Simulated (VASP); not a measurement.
# Driving VASP from ASE on ZrB2, part 2 of 3

Do ASE scripts that read ZrB2 from different structure formats give one answer, and do several routes find one equilibrium volume? All runs use PBEsol. Left out of this account: 1 further run (fields: a reference on another mesh). The start is a cell from a database of measured crystal structures.

VASP 6.6.1; PBEsol; plane waves and PAW (Zr_sv, B).

So far. Step 2 (Self-consistent run (PBEsol, through ASE)): The pressure is -3.76 GPa and the largest force 0.000 eV/Å, so the cell is not at a minimum at these settings. Step 3 (A single point (PBEsol, through ASE)): The energy lies +2.22 meV an atom from the first script, on another mesh.

## Step 4: Relaxing cell and atoms (PBEsol, through ASE)

The start need not lie at this functional's minimum. ISIF = 3 frees volume, shape and positions, and EDIFFG sets the threshold on forces and stress at which the search stops.

The input, run.py:

```python
import numpy as np
from ase.calculators.vasp import Vasp
from ase import Atoms

atoms = Atoms(['Zr', 'B', 'B'],
              cell=[[3.17, 0.0, 0.0], [-1.585, 2.74530053, 0.0], [0.0, 0.0, 3.533]],
              scaled_positions=[[0.0, 0.0, 0.0], [0.33333333, 0.66666667, 0.5], [0.66666667, 0.33333333, 0.5]],
              pbc=True)

calc = Vasp(
    xc='pbesol',
    pp='PBE',
    prec='Accurate',
    encut=420,
    ediff=1e-06,
    nelm=100,
    ismear=-1,
    sigma=0.05,
    lreal=False,
    algo='Normal',
    nbands=15,
    lasph=True,
    lorbit=11,
    lwave=False,
    lcharg=False,
    kpar=4,
    ibrion=2,
    nsw=60,
    isif=3,
    ediffg=-0.01,
    pp_version='64',
    setups={'Zr': '_sv', 'B': ''},
    kpts=(11, 11, 9),
    gamma=True,
    txt='vasp.out',
)
atoms.calc = calc

print("energy (eV):", round(atoms.get_potential_energy(), 6))
print("Fermi level (eV):", round(calc.get_fermi_level(), 4))
print("forces (eV/A):")
print(np.round(atoms.get_forces(), 4))
print("stress (GPa, Voigt, tension positive):", np.round(atoms.get_stress() * 160.21766, 3))
print("cell (A, degrees):", np.round(atoms.cell.cellpar(), 4))
print("volume (A^3):", round(atoms.get_volume(), 4))
print("positions:")
print(np.round(atoms.get_scaled_positions(), 5))
```

The projector-augmented-wave data sets are Zr_sv and B (PBE family, release 64).

Run with:

```console
> export ASE_VASP_COMMAND="mpirun -np 4 vasp_std"
> python run.py
```

The program printed:

```text
energy (eV): -26.404667
Fermi level (eV): 10.5393
forces (eV/A):
[[ 0.  0. -0.]
 [ 0. -0. -0.]
 [-0.  0.  0.]]
stress (GPa, Voigt, tension positive): [-0.083 -0.083 -0.056  0.    -0.    -0.   ]
cell (A, degrees): [  3.1557   3.1557   3.5092  90.      90.     120.    ]
volume (A^3): 30.2638
positions:
[[0.      0.      0.     ]
 [0.33333 0.66667 0.5    ]
 [0.66667 0.33333 0.5    ]]
```

The job ended after 30 s (4 MPI ranks of AMD EPYC 7R43, shared host; peak memory 0.49 GiB; 1.9 min of CPU time).

ASE turned this into the INCAR:

```
ENCUT = 420.000000
SIGMA = 0.050000
EDIFF = 1.00e-06
EDIFFG = -1.00e-02
ALGO = Normal
GGA = PS
PREC = Accurate
IBRION = 2
ISIF = 3
ISMEAR = -1
KPAR = 4
LORBIT = 11
NBANDS = 15
NELM = 100
NSW = 60
LASPH = .TRUE.
LCHARG = .FALSE.
LWAVE = .FALSE.
LREAL = .FALSE.
```

The KPOINTS that ASE wrote:

```
KPOINTS created by Atomic Simulation Environment
0
Gamma
11 11 9
0 0 0
```

vasp.out:

```text
[... set-up lines as in an earlier step ...]
 entering main loop
       N       E                     dE             d eps       ncg     rms          rms(c)
DAV:   1     0.829299497461E+02    0.82930E+02   -0.85706E+03  2416   0.101E+03
DAV:   2    -0.253605042032E+02   -0.10829E+03   -0.10469E+03  3058   0.273E+02
DAV:   3    -0.288929299623E+02   -0.35324E+01   -0.35168E+01  3821   0.425E+01
DAV:   4    -0.289531644400E+02   -0.60234E-01   -0.60230E-01  2777   0.504E+00
DAV:   5    -0.289544792040E+02   -0.13148E-02   -0.13147E-02  3705   0.538E-01    0.222E+01
DAV:   6    -0.264520266484E+02    0.25025E+01   -0.58304E+00  2990   0.167E+01    0.914E+00
DAV:   7    -0.264040249610E+02    0.48002E-01   -0.70401E-01  3474   0.526E+00    0.321E+00
DAV:   8    -0.264041853710E+02   -0.16041E-03   -0.10376E-01  2893   0.270E+00    0.521E-01
DAV:  10    -0.263996334898E+02    0.37427E-03   -0.16147E-03  2822   0.377E-01    0.397E-02
DAV:  11    -0.263996382963E+02   -0.48065E-05   -0.74546E-05  3419   0.789E-02    0.105E-02
DAV:  12    -0.263996365741E+02    0.17222E-05   -0.29568E-06  2714   0.122E-02    0.581E-03
DAV:  13    -0.263996363124E+02    0.26170E-06   -0.56386E-07  1494   0.629E-03
   1 F= -.26399636E+02 E0= -.26398933E+02  d E =-.263996E+02
 curvature:   0.00 expect dE= 0.000E+00 dE for cont linesearch  0.000E+00
 trial: gam= 0.00000 g(F)=  0.315E-44 g(S)=  0.252E-01 ort = 0.000E+00 (trialstep = 0.100E+01)
 search vector abs. value=  0.252E-01
 bond charge predicted
       N       E                     dE             d eps       ncg     rms          rms(c)
DAV:   1    -0.265277091576E+02   -0.12807E+00   -0.40901E+00  2789   0.200E+01    0.481E+00
DAV:   2    -0.264050533270E+02    0.12266E+00   -0.30252E-01  2750   0.584E+00    0.120E+00
DAV:   3    -0.263915865015E+02    0.13467E-01   -0.97542E-02  3728   0.229E+00    0.526E-01
DAV:   4    -0.263941420281E+02   -0.25555E-02   -0.37593E-03  3359   0.432E-01    0.229E-01
DAV:   5    -0.263958879359E+02   -0.17459E-02   -0.39955E-03  3799   0.367E-01    0.177E-01
DAV:   6    -0.263961468104E+02   -0.25887E-03   -0.18892E-04  3727   0.111E-01    0.554E-02
DAV:   7    -0.263961691094E+02   -0.22299E-04   -0.31833E-05  3446   0.476E-02    0.158E-02
DAV:   8    -0.263961714816E+02   -0.23722E-05   -0.12475E-06  1873   0.123E-02    0.607E-03
DAV:   9    -0.263961720774E+02   -0.59581E-06   -0.35294E-07  1487   0.661E-03
   2 F= -.26396172E+02 E0= -.26395506E+02  d E =0.346423E-02
[...]
3 F= -.26405292E+02 E0= -.26404606E+02  d E =-.565575E-02
[...]
4 F= -.26405290E+02 E0= -.26404604E+02  d E =-.565371E-02
 curvature:  -0.21 expect dE=-0.293E-04 dE for cont linesearch -0.777E-06
 ZBRENT: accuracy reached
 trial: gam= 0.01741 g(F)=  0.276E-45 g(S)=  0.137E-03 ort =-0.303E-03 (trialstep = 0.890E+00)
 search vector abs. value=  0.134E-03
 bond charge predicted
       N       E                     dE             d eps       ncg     rms          rms(c)
DAV:   1    -0.264054688355E+02   -0.17923E-03   -0.82438E-03  2498   0.801E-01    0.669E-02
DAV:   2    -0.264053809798E+02    0.87856E-04   -0.15743E-04  2792   0.101E-01    0.357E-02
DAV:   3    -0.264053490905E+02    0.31889E-04   -0.76979E-05  3072   0.706E-02    0.678E-03
DAV:   4    -0.264053491273E+02   -0.36762E-07   -0.16953E-06  2064   0.108E-02
   5 F= -.26405349E+02 E0= -.26404667E+02  d E =-.591059E-04
 trial-energy change:   -0.000059  1 .order   -0.000061   -0.000117   -0.000005
 step:   0.9297(harm=  0.9297)  dis= 0.00000  next Energy=   -26.405351 (dE=-0.611E-04)
 reached required accuracy - stopping structural energy minimisation
```

Parts of OUTCAR (step 4):

```text
The static configuration has the point symmetry D_6h.

 Found     80 irreducible k-points:

   NELECT =      18.0000    total number of electrons

 E-fermi :  10.5393

 k-point     1 :       0.0000    0.0000    0.0000
  band No.  band energies     occupation
    ...
      5      -2.1637      2.00000
      6       7.9349      2.00000
      7       7.9349      2.00000
      8       7.9515      2.00000
      9       8.3093      2.00000
     10      14.0661      0.00000
     11      14.0661      0.00000
     12      14.8988      0.00000
     13      14.8988      0.00000
     14      15.5909      0.00000
    ...

 k-point     2 :       0.0909   -0.0000    0.0000
  band No.  band energies     occupation
    ...
      5      -1.9954      2.00000
      6       7.4602      2.00000
      7       7.9430      2.00000
      8       8.1109      2.00000
      9       8.1171      2.00000
     10      13.9487      0.00000
     11      13.9602      0.00000
     12      14.3071      0.00000
     13      14.3345      0.00000
     14      16.2943      0.00000
    ...

  Total        0.0156750      0.0156750      0.0105412      0.0000000      0.0000000      0.0000000
  in kB        0.8298394      0.8298394      0.5580544      0.0000000      0.0000000      0.0000000
  external PRESSURE =       0.7392444 kB  Pullay stress =       0.0000000 kB

  energy-cutoff  :      420.00
  volume of cell :       30.26
      direct lattice vectors                 reciprocal lattice vectors
     3.155695894  0.000000000 -0.000000000     0.316887315  0.182954977  0.000000000
    -1.577847947  2.732912811 -0.000000000    -0.000000000  0.365909954  0.000000000
    -0.000000000 -0.000000000  3.509154474     0.000000000  0.000000000  0.284968931

 POSITION                                       TOTAL-FORCE (eV/Angst)
 -----------------------------------------------------------------------------------
      0.00000      0.00000      0.00000         0.000000      0.000000     -0.000000
     -0.00000      1.82194      1.75458         0.000000     -0.000000     -0.000000
      1.57785      0.91097      1.75458        -0.000000      0.000000      0.000000
 -----------------------------------------------------------------------------------
    total drift:                                0.000000     -0.000000     -0.000000

  FREE ENERGIE OF THE ION-ELECTRON SYSTEM (eV)
  ---------------------------------------------------
  free  energy   TOTEN  =       -26.4053491273 eV

  energy  without entropy=      -26.4039852155  energy(sigma->0) =      -26.40466717

 reached required accuracy - stopping structural energy minimisation

 total charge
# of ion       s       p       d       tot
------------------------------------------
    1        2.173   6.032   1.803  10.009
    2        0.665   1.248   0.000   1.913
    3        0.665   1.248   0.000   1.913
--------------------------------------------------
tot          3.503   8.529   1.803  13.835

[... 7 parts as in an earlier step ...]

[... 5 further parts left out ...]
```

CONTCAR:

```
Zr B
   1.00000000000000
     3.1556958937847757    0.0000000000000000   -0.0000000000000000
    -1.5778479468923878    2.7329128106391400   -0.0000000000000000
    -0.0000000000000000   -0.0000000000000000    3.5091544739919023
  Zr              B
     1     2
Direct
     0.0000000000000000    0.0000000000000000    0.0000000000000000
     0.3333333300000021    0.6666666699999979    0.5000000000000000
     0.6666666699999979    0.3333333300000021    0.5000000000000000
```

The run keeps the 24 symmetry operations of its start, so it cannot find a distortion of lower symmetry.

Relaxation path:

```csv
step,energy less that of the first step (eV),largest force (eV/Å),pressure (GPa),volume (Å³)
1,0.0000,0.0000,-3.76,30.75
2,0.0035,0.0000,5.10,29.69
3,-0.0057,0.0000,0.01,30.27
4,-0.0057,0.0000,0.06,30.26
5,-0.0057,0.0000,0.07,30.26
```

```csv
"conventional cell, symmetrised",before,after,change
a (Å),3.170,3.156,-0.5 %
b (Å),3.170,3.156,-0.5 %
c (Å),3.533,3.509,-0.7 %
volume (Å³/atom),10.25,10.09,-1.6 %
```

The relaxed structure:

```xyz
3
Lattice="3.1557 0.0000 0.0000 -1.5778 2.7329 0.0000 0.0000 0.0000 3.5092" Properties=species:S:1:pos:R:3 pbc="T T T"
Zr    0.0000    0.0000    0.0000
B     0.0000    1.8219    1.7546
B     1.5778    0.9110    1.7546
```

Numbers from this step:

```yaml
irreducible_k_points: 80
free_energy_toten: -26.41 eV
energy_at_zero_smearing: -26.40 eV
fermi_energy: 10.54 eV
pressure: 0.07392 GPa
scf_cycles_over_all_ionic_steps: 38
```

It ends with forces that vanish by symmetry and a pressure of 0.07 GPa.

## Step 5: Equation of state by an ASE loop (PBEsol)

An ASE loop scales the volume and fits the energies, which gives the bulk modulus from energies alone.

The input, run.py:

```python
import numpy as np
from ase.calculators.vasp import Vasp
from ase.io import read
from ase.eos import EquationOfState
from ase.units import GPa

atoms = read('ZrB2.cif')

calc = Vasp(
    xc='pbesol',
    pp='PBE',
    prec='Accurate',
    encut=420,
    ediff=1e-06,
    nelm=100,
    ismear=-1,
    sigma=0.05,
    lreal=False,
    algo='Normal',
    nbands=15,
    lasph=True,
    lorbit=11,
    lwave=False,
    lcharg=False,
    kpar=4,
    isif=2,
    pp_version='64',
    setups={'Zr': '_sv', 'B': ''},
    kpts=(11, 11, 9),
    gamma=True,
    txt='vasp.out',
)
atoms.calc = calc

cell, volumes, energies = atoms.get_cell(), [], []
for x in [0.94, 0.96, 0.98, 1.0, 1.02, 1.04, 1.06]:
    atoms.set_cell(cell * x ** (1 / 3), scale_atoms=True)
    volumes.append(atoms.get_volume())
    energies.append(atoms.get_potential_energy())
    print(f"{x:.2f}  V = {volumes[-1]:.4f} A^3  E = {energies[-1]:.6f} eV")
v0, e0, b0 = EquationOfState(volumes, energies, eos="birchmurnaghan").fit()
print(f"V0 = {v0:.4f} A^3  E0 = {e0:.6f} eV  B0 = {b0 / GPa:.2f} GPa")
```

The input, ZrB2.cif:

```cif
data_ZrB2
_cell_length_a 3.17000000
_cell_length_b 3.17000000
_cell_length_c 3.53300000
_cell_angle_alpha 90.00000000
_cell_angle_beta 90.00000000
_cell_angle_gamma 120.00000000
_space_group_name_H-M_alt 'P1'
_space_group_name_Hall 'P 1'
_space_group_IT_number 1
loop_
_space_group_symop_operation_xyz
'x,y,z'
loop_
_atom_site_label
_atom_site_type_symbol
_atom_site_symmetry_multiplicity
_atom_site_Wyckoff_symbol
_atom_site_fract_x
_atom_site_fract_y
_atom_site_fract_z
_atom_site_occupancy
Zr1 Zr 1 a 0.0000000000 0.0000000000 0.0000000000 1
B1 B 1 a 0.3333333333 0.6666666667 0.5000000000 1
B2 B 1 a 0.6666666667 0.3333333333 0.5000000000 1
```

The program printed:

```text
0.94  V = 28.9015 A^3  E = -26.350935 eV
0.96  V = 29.5164 A^3  E = -26.388351 eV
0.98  V = 30.1314 A^3  E = -26.403647 eV
1.00  V = 30.7463 A^3  E = -26.398933 eV
1.02  V = 31.3612 A^3  E = -26.376115 eV
1.04  V = 31.9761 A^3  E = -26.336884 eV
1.06  V = 32.5911 A^3  E = -26.282812 eV
V0 = 30.2858 A^3  E0 = -26.404268 eV  B0 = 250.20 GPa
```

Elapsed: 67 s, on 4 MPI ranks; peak memory 0.46 GiB.

The INCAR that ASE wrote:

```
ENCUT = 420.000000
SIGMA = 0.050000
EDIFF = 1.00e-06
ALGO = Normal
GGA = PS
PREC = Accurate
ISIF = 2
ISMEAR = -1
KPAR = 4
LORBIT = 11
NBANDS = 15
NELM = 100
LASPH = .TRUE.
LCHARG = .FALSE.
LWAVE = .FALSE.
LREAL = .FALSE.
```

ASE turned this into the KPOINTS:

```
KPOINTS created by Atomic Simulation Environment
0
Gamma
11 11 9
0 0 0
```

VASP's own log, vasp.out (the last of its runs):

```text
[banner, memory and clock lines left out]
running    4 mpi-ranks, on    1 nodes
 distrk:  each k-point on    1 cores,    4 groups
 distr:  one band on    1 cores,    1 groups

 POSCAR found type information on POSCAR ZrB
 POSCAR found :  2 types and       3 ions
 [... a notice as in an earlier step ...]

 LDA part: xc-table for (Slater+PW92), standard interpolation
 POSCAR, INCAR and KPOINTS ok, starting setup
 FFT: planning ... GRIDC
 FFT: planning ... GRID_SOFT
 FFT: planning ... GRID
 WAVECAR not read
 WARNING: random wavefunctions but no delay for mixing, default for NELMDL
 entering main loop
       N       E                     dE             d eps       ncg     rms          rms(c)
DAV:   1     0.862011604511E+02    0.86201E+02   -0.86074E+03  2400   0.101E+03
DAV:   2    -0.251785522706E+02   -0.11138E+03   -0.10766E+03  3072   0.275E+02
DAV:   3    -0.287137052036E+02   -0.35352E+01   -0.35228E+01  3914   0.424E+01
DAV:   4    -0.287623537839E+02   -0.48649E-01   -0.48645E-01  2692   0.467E+00
DAV:   5    -0.287635286081E+02   -0.11748E-02   -0.11748E-02  3754   0.485E-01    0.196E+01
DAV:   6    -0.263313318283E+02    0.24322E+01   -0.59312E+00  3010   0.161E+01    0.788E+00
DAV:   7    -0.262893532848E+02    0.41979E-01   -0.65909E-01  3492   0.498E+00    0.284E+00
DAV:   8    -0.262875027991E+02    0.18505E-02   -0.89019E-02  2822   0.242E+00    0.505E-01
DAV:   9    -0.262838826305E+02    0.36202E-02   -0.20694E-02  3031   0.104E+00    0.197E-01
DAV:  10    -0.262835674809E+02    0.31515E-03   -0.16039E-03  2907   0.366E-01    0.350E-02
DAV:  11    -0.262835768481E+02   -0.93673E-05   -0.60358E-05  3225   0.732E-02    0.956E-03
DAV:  12    -0.262835752625E+02    0.15857E-05   -0.24118E-06  2736   0.110E-02    0.523E-03
DAV:  13    -0.262835750131E+02    0.24937E-06   -0.41844E-07  1480   0.538E-03
   1 F= -.26283575E+02 E0= -.26282812E+02  d E =-.152671E-02
```

Parts of OUTCAR (step 5):

```text
   ENCUT  =  420.0 eV  30.87 Ry    5.56 a.u.   5.40  5.40  6.02*2*pi/ulx,y,z

   NELECT =      18.0000    total number of electrons

 E-fermi :   9.7378

 k-point     1 :       0.0000    0.0000    0.0000
  band No.  band energies     occupation
    ...
      5      -2.6259      2.00000
      6       7.2871      2.00000
      7       7.2871      2.00000
      8       7.3018      2.00000
      9       7.4554      2.00000
     10      12.9276      0.00000
     11      12.9276      0.00000
     12      13.7048      0.00000
     13      13.7048      0.00000
     14      14.3175      0.00000
    ...

  Total       -3.3078085     -3.3078085     -3.1408530     -0.0000000     -0.0000000      0.0000000
  in kB     -162.6118844   -162.6118844   -154.4043528     -0.0000000     -0.0000000      0.0000000
  external PRESSURE =    -159.8760406 kB  Pullay stress =       0.0000000 kB

 POSITION                                       TOTAL-FORCE (eV/Angst)
 -----------------------------------------------------------------------------------
      0.00000      0.00000      0.00000         0.000000      0.000000      0.000000
     -0.00000      1.86610      1.80115        -0.000000     -0.000000      0.000000
      1.61609      0.93305      1.80115         0.000000      0.000000      0.000000
 -----------------------------------------------------------------------------------
    total drift:                               -0.000000      0.000000      0.000000

  FREE ENERGIE OF THE ION-ELECTRON SYSTEM (eV)
  ---------------------------------------------------
  free  energy   TOTEN  =       -26.2835750131 eV

  energy  without entropy=      -26.2820483049  energy(sigma->0) =      -26.28281166

[... 3 parts as in an earlier step ...]

[... 13 further parts left out ...]
```

Numbers from this step:

| Item | Value |
| --- | --- |
| bulk modulus | 250.2 GPa |
| equilibrium volume of the fit | 10.10 Å³/atom |

The fitted volume lies +0.07 % from the relaxed one.

(Continued in part 3 of 3.)

[Lines on the potential files, build, host, timing and source positions are cut from VASP's logs without a mark.]

[Logs are printed without paths, hosts, clocks, repeated set-up lines and the standing remarks that a program may print on its own settings, such as how far it seeks lower states.]

[Hosts, paths, dates, database ids (printed as entryN), source tags and the programs' standing remarks are cut or masked in the printed files.]

[A measured line is paired with the nearest computed mode of its activity, which favours agreement.]
